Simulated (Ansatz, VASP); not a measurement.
# Cross-check of Al between VASP and Ansatz, part 2 of 2

Aim: how closely do two programs agree when they are given the same cell, functional and k mesh? The cell is a member of a volume series, scaled by 1.015 from a relaxed one, so a pressure remains.

VASP 6.6.1 and Ansatz 0.2.0.

So far. Step 2 (Ansatz: single point, r2SCAN with rVV10, volume scaled …): The run ends at a pressure of -1.03 GPa.

### Step 3. VASP: single point, r2SCAN with rVV10, volume scaled by 1.015

Level of this step: r2SCAN with rVV10; plane waves and PAW (Al) (VASP).

The same cell, functional, mesh and smearing now go to VASP, with its own data sets and cutoff.

Lines of VASP's logs that name or quote its potential files are left out, and so is its time.

The input asks for a relaxation, which ended at its first step since no free force or stress exceeded the threshold; so it serves as a single point.

Input file INCAR:

```
SYSTEM = Al
PREC = Accurate
ENCUT = 450
EDIFF = 1E-06
NELM = 100
ISMEAR = 1
SIGMA = 0.15
LREAL = .FALSE.
ALGO = Normal
METAGGA = R2SCAN
LUSE_VDW = .TRUE.
IVDW_NL = 2
BPARAM = 11.95
CPARAM = 0.0093
LASPH = .TRUE.
NBANDS = 7
LORBIT = 11
LWAVE = .FALSE.
LCHARG = .FALSE.
KPAR = 8
IBRION = 2
NSW = 30
ISIF = 4
EDIFFG = -0.01
```

Input file POSCAR:

```
Al
1.0
    0.0000000000      2.0011222235      2.0011222235
    2.0011222235      0.0000000000      2.0011222235
    2.0011222235      2.0011222235      0.0000000000
Al
1
Direct
    0.0000000000      0.0000000000      0.0000000000
```

Input file KPOINTS:

```
Automatic mesh
0
Gamma
18 18 18
0 0 0
```

Potentials, in the order of the species: Al (PBE family, release 64).

Launch:

```sh
$ mpirun -np 8 vasp_std
```

Numbers of over 12 decimals in the logs are rounded to 6 here.

What it wrote:

```text
[banner, memory and clock lines left out]
running    8 mpi-ranks, on    1 nodes
 distrk:  each k-point on    1 cores,    8 groups
 distr:  one band on    1 cores,    1 groups

 POSCAR found type information on POSCAR Al
 POSCAR found :  1 types and       1 ions
|                                                                             |
|           W    W    AA    RRRRR   N    N  II  N    N   GGGG   !!!           |
|           W    W   A  A   R    R  NN   N  II  NN   N  G    G  !!!           |
|           W    W  A    A  R    R  N N  N  II  N N  N  G       !!!           |
|           W WW W  AAAAAA  RRRRR   N  N N  II  N  N N  G  GGG   !            |
|           WW  WW  A    A  R   R   N   NN  II  N   NN  G    G                |
|           W    W  A    A  R    R  N    N  II  N    N   GGGG   !!!           |
|                                                                             |
|     For optimal performance we recommend to set                             |
|       NCORE = 2 up to number-of-cores-per-socket                            |
|     NCORE specifies how many cores store one orbital (NPAR=cpu/NCORE).      |
|     This setting can greatly improve the performance of VASP for DFT.       |
|     The default, NCORE=1 might be grossly inefficient on modern             |
|     multi-core architectures or massively parallel machines. Do your        |
|     Unfortunately you need to use the default for GW and RPA                |
|     calculations (for HF NCORE is supported but not extensively tested      |
|     yet).                                                                   |
|                                                                             |

|                                                                             |
|               ----> ADVICE to this user running VASP <----                  |
|                                                                             |
|     You have switched on vdW-DFT.                                           |
|     This routine was written and supplied by Jiri Klimes. We recommend      |
|     that you carefully read and cite the following publications:            |
|       J. Klimes, D.R. Bowler, A. Michelides                                 |
|          J. Phys.: Cond Matt. 22 022201 (2010)                              |
|       J. Klimes, D.R. Bowler, A. Michelides                                 |
|          Phys. Rev. B. 83, 195131 (2011)                                    |
|     and references therein.                                                 |
|                                                                             |

|                                                                             |
|               ----> ADVICE to this user running VASP <----                  |
|                                                                             |
|     You enforced a specific xc type in the INCAR file but a different       |
|     [... a line on the potential file left out ...]
|     I HOPE YOU KNOW WHAT YOU ARE DOING!                                     |
|                                                                             |

 LDA part: xc-table for (None), standard interpolation
 POSCAR, INCAR and KPOINTS ok, starting setup
 FFT: planning ... GRIDC
 FFT: planning ... GRID_SOFT
 FFT: planning ... GRID
 WAVECAR not read
 entering main loop
       N       E                     dE             d eps       ncg     rms          rms(c)
Total rVV10 correction in eV:      0.0671157     5.1796814
Total rVV10 correction in eV:      0.0671157     5.1796814
Total rVV10 correction in eV:      0.0671157     5.1796814
Total rVV10 correction in eV:      0.0671157     5.1796814
Total rVV10 correction in eV:      0.0671157     5.1796814
Total rVV10 correction in eV:      0.0671157     5.1796814
Total rVV10 correction in eV:      0.0671157     5.1796814
Total rVV10 correction in eV:      0.0671157     5.1796814
DAV:   1    -0.547369605736E+01   -0.54737E+01   -0.82405E+02  2765   0.210E+02
DAV:   2    -0.683960396084E+01   -0.13659E+01   -0.13086E+01  3696   0.207E+01
DAV:   3    -0.684784894120E+01   -0.82450E-02   -0.82337E-02  3801   0.178E+00
DAV:   4    -0.684786558905E+01   -0.16648E-04   -0.16648E-04  4158   0.701E-02
DAV:   5    -0.684786560415E+01   -0.15098E-07   -0.14749E-07  3731   0.153E-03    0.307E+00
Total rVV10 correction in eV:      0.0666598     5.1796814
Total rVV10 correction in eV:      0.0666598     5.1796814
Total rVV10 correction in eV:      0.0666598     5.1796814
Total rVV10 correction in eV:      0.0666598     5.1796814
Total rVV10 correction in eV:      0.0666598     5.1796814
Total rVV10 correction in eV:      0.0666598     5.1796814
Total rVV10 correction in eV:      0.0666598     5.1796814
Total rVV10 correction in eV:      0.0666598     5.1796814
DAV:   6    -0.666954856833E+01    0.17832E+00   -0.64205E-02  2870   0.116E+00    0.187E+00
Total rVV10 correction in eV:      0.0662885     5.1796814
Total rVV10 correction in eV:      0.0662885     5.1796814
Total rVV10 correction in eV:      0.0662885     5.1796814
Total rVV10 correction in eV:      0.0662885     5.1796814
Total rVV10 correction in eV:      0.0662885     5.1796814
Total rVV10 correction in eV:      0.0662885     5.1796814
Total rVV10 correction in eV:      0.0662885     5.1796814
Total rVV10 correction in eV:      0.0662885     5.1796814
DAV:   7    -0.666926027201E+01    0.28830E-03   -0.48164E-03  3507   0.718E-01    0.418E-01
Total rVV10 correction in eV:      0.0662723     5.1796814
Total rVV10 correction in eV:      0.0662723     5.1796814
Total rVV10 correction in eV:      0.0662723     5.1796814
Total rVV10 correction in eV:      0.0662723     5.1796814
Total rVV10 correction in eV:      0.0662723     5.1796814
Total rVV10 correction in eV:      0.0662723     5.1796814
Total rVV10 correction in eV:      0.0662723     5.1796814
Total rVV10 correction in eV:      0.0662723     5.1796814
DAV:   8    -0.666924481574E+01    0.15456E-04   -0.43944E-05  4039   0.674E-02    0.780E-02
Total rVV10 correction in eV:      0.0662277     5.1796814
Total rVV10 correction in eV:      0.0662277     5.1796814
Total rVV10 correction in eV:      0.0662277     5.1796814
Total rVV10 correction in eV:      0.0662277     5.1796814
Total rVV10 correction in eV:      0.0662277     5.1796814
Total rVV10 correction in eV:      0.0662277     5.1796814
Total rVV10 correction in eV:      0.0662277     5.1796814
Total rVV10 correction in eV:      0.0662277     5.1796814
DAV:   9    -0.666917003555E+01    0.74780E-04   -0.27366E-05  3577   0.395E-02    0.405E-02
Total rVV10 correction in eV:      0.0662350     5.1796814
Total rVV10 correction in eV:      0.0662350     5.1796814
Total rVV10 correction in eV:      0.0662350     5.1796814
Total rVV10 correction in eV:      0.0662350     5.1796814
Total rVV10 correction in eV:      0.0662350     5.1796814
Total rVV10 correction in eV:      0.0662350     5.1796814
Total rVV10 correction in eV:      0.0662350     5.1796814
Total rVV10 correction in eV:      0.0662350     5.1796814
DAV:  10    -0.666918455029E+01   -0.14515E-04   -0.47129E-07  4270   0.428E-03    0.331E-03
Total rVV10 correction in eV:      0.0662345     5.1796814
Total rVV10 correction in eV:      0.0662345     5.1796814
Total rVV10 correction in eV:      0.0662345     5.1796814
Total rVV10 correction in eV:      0.0662345     5.1796814
Total rVV10 correction in eV:      0.0662345     5.1796814
Total rVV10 correction in eV:      0.0662345     5.1796814
Total rVV10 correction in eV:      0.0662345     5.1796814
Total rVV10 correction in eV:      0.0662345     5.1796814
DAV:  11    -0.666918460290E+01   -0.52615E-07   -0.32675E-09  2023   0.496E-04
Total rVV10 correction in eV:      0.0662347     5.1796814
Total rVV10 correction in eV:      0.0662347     5.1796814
Total rVV10 correction in eV:      0.0662347     5.1796814
Total rVV10 correction in eV:      0.0662347     5.1796814
Total rVV10 correction in eV:      0.0662347     5.1796814
Total rVV10 correction in eV:      0.0662347     5.1796814
Total rVV10 correction in eV:      0.0662347     5.1796814
Total rVV10 correction in eV:      0.0662347     5.1796814
Total rVV10 correction in eV:      0.0662347     5.1796814
Total rVV10 correction in eV:      0.0662347     5.1796814
Total rVV10 correction in eV:      0.0662347     5.1796814
Total rVV10 correction in eV:      0.0662347     5.1796814
Total rVV10 correction in eV:      0.0662347     5.1796814
Total rVV10 correction in eV:      0.0662347     5.1796814
Total rVV10 correction in eV:      0.0662347     5.1796814
Total rVV10 correction in eV:      0.0662347     5.1796814
   1 F= -.66691846E+01 E0= -.66688996E+01  d E =-.666918E+01
 curvature:   0.00 expect dE= 0.000E+00 dE for cont linesearch  0.000E+00
 trial: gam= 0.00000 g(F)=  0.953E-64 g(S)=  0.180E-32 ort = 0.000E+00 (trialstep = 0.100E+01)
 search vector abs. value=  0.100E-09
 reached required accuracy - stopping structural energy minimisation
```

From OUTCAR (step 3):

```text
ion  position               nearest neighbor table
   1  0.000  0.000  0.000-

  LATTYP: Found a face centered cubic cell.
 ALAT       =     4.0022444470

 Subroutine GETGRP returns: Found 48 space group operations
 (whereof 48 operations were pure point group operations)

The static configuration has the point symmetry O_h .

 Found    195 irreducible k-points:

   k-points           NKPTS =    195   k-points in BZ     NKDIM =    195   number of bands    NBANDS=      7

   dimension x,y,z NGX =    20 NGY =   20 NGZ =   20
   dimension x,y,z NGXF=    40 NGYF=   40 NGZF=   40

   ENCUT  =  450.0 eV  33.07 Ry    5.75 a.u.   4.89  4.89  4.89*2*pi/ulx,y,z

   NELECT =       3.0000    total number of electrons

 k-points in reciprocal lattice and weights: Automatic mesh
   0.00000000  0.00000000  0.00000000       0.000
   0.05555556  0.00000000  0.00000000       0.001
   0.11111111  0.00000000  0.00000000       0.001
   0.16666667  0.00000000  0.00000000       0.001
   0.22222222  0.00000000  0.00000000       0.001
   0.27777778  0.00000000  0.00000000       0.001
   0.33333333  0.00000000  0.00000000       0.001
   0.38888889  0.00000000  0.00000000       0.001
   0.44444444  0.00000000  0.00000000       0.001
[...]
-0.27777778  0.44444444  0.22222222       0.004
  -0.27777778  0.50000000  0.22222222       0.002

 average (electrostatic) potential at core
       1 -75.1928

 E-fermi :   8.3198

 k-point     1 :       0.0000    0.0000    0.0000
  band No.  band energies     occupation
      1      -3.7313      2.00000
      2      21.8036      0.00000
      3      21.8036      0.00000
      4      21.8036      0.00000
      5      23.9387      0.00000
      6      23.9387      0.00000
    ...

 k-point     2 :       0.0556    0.0000    0.0000
  band No.  band energies     occupation
      1      -3.6404      2.00000
      2      20.2692      0.00000
      3      21.5415      0.00000
      4      21.5415      0.00000
      5      24.3457      0.00000
      6      24.3457      0.00000
    ...

 k-point     3 :       0.1111    0.0000    0.0000
  band No.  band energies     occupation
      1      -3.3681      2.00000
      2      17.8946      0.00000
      3      21.0572      0.00000
      4      21.0572      0.00000
      5      24.3911      0.00000
      6      25.2432      0.00000
    ...

  Total       -0.1311449     -0.1311449     -0.1311449     -0.0000000      0.0000000      0.0000000
  in kB      -13.1102557    -13.1102557    -13.1102557     -0.0000000      0.0000000      0.0000000
  external PRESSURE =     -13.1102557 kB  Pullay stress =       0.0000000 kB

  energy-cutoff  :      450.00
  volume of cell :       16.03
      direct lattice vectors                 reciprocal lattice vectors
     0.000000000  2.001122223  2.001122223    -0.249859801  0.249859801  0.249859801
     2.001122223  0.000000000  2.001122223     0.249859801 -0.249859801  0.249859801
     2.001122223  2.001122223  0.000000000     0.249859801  0.249859801 -0.249859801

 POSITION                                       TOTAL-FORCE (eV/Angst)
 -----------------------------------------------------------------------------------
      0.00000      0.00000      0.00000        -0.000000     -0.000000      0.000000
 -----------------------------------------------------------------------------------
    total drift:                                0.000000     -0.000000     -0.000000

  FREE ENERGIE OF THE ION-ELECTRON SYSTEM (eV)
  ---------------------------------------------------
  free  energy   TOTEN  =        -6.6691846029 eV

  energy  without entropy=       -6.6683296120  energy(sigma->0) =       -6.66889961

 reached required accuracy - stopping structural energy minimisation

 total charge
# of ion       s       p       d       tot
------------------------------------------
    1        0.416   0.366   0.000   0.782

[... 3 further parts left out ...]
```

CONTCAR:

```
Al
   1.00000000000000
     0.0000000000000000    2.0011222234999999    2.0011222234999999
     2.0011222234999999    0.0000000000000000    2.0011222234999999
     2.0011222234999999    2.0011222234999999    0.0000000000000000
  Al
     1
Direct
     0.0000000000000000    0.0000000000000000    0.0000000000000000
```

This run has no spin polarisation. Its electron count is odd, so without a moment it is a metal by construction. The run keeps the 48 symmetry operations of its start, so it cannot find a distortion of lower symmetry.

### Step 4. Side by side

Known differences besides the potentials themselves: VASP keeps PBE cores, Ansatz makes them for the functional; the cutoff is 500 eV in Ansatz and 450 eV in VASP. Total energies have different zeros and are not compared.

Compared:

| quantity | Ansatz | VASP | difference |
| --- | --- | --- | --- |
| pressure (GPa) | -1.03 | -1.31 | +0.29 |

### Step 5. Outcome

```json
{
  "difference in pressure (single point, r2SCAN with rVV10, volume scaled by 1.015)": "0.29 GPa"
}
```

What this shows: The difference in pressure is 0.29 GPa (single point, r2SCAN with rVV10, volume scaled by 1.015), within the 1 GPa picked in this series as the mark of a large difference. Such differences can come from data sets, numerical settings and the points named under the comparisons, not from the functional's error against experiment.

[Lines on the potential files, build, host, timing and source positions are cut from VASP's logs without a mark.]

[Logs are printed without paths, hosts, clocks, repeated set-up lines and the standing remarks that a program may print on its own settings, such as how far it seeks lower states.]

[Hosts, paths, dates, database ids (printed as entryN), source tags and the programs' standing remarks are cut or masked in the printed files.]
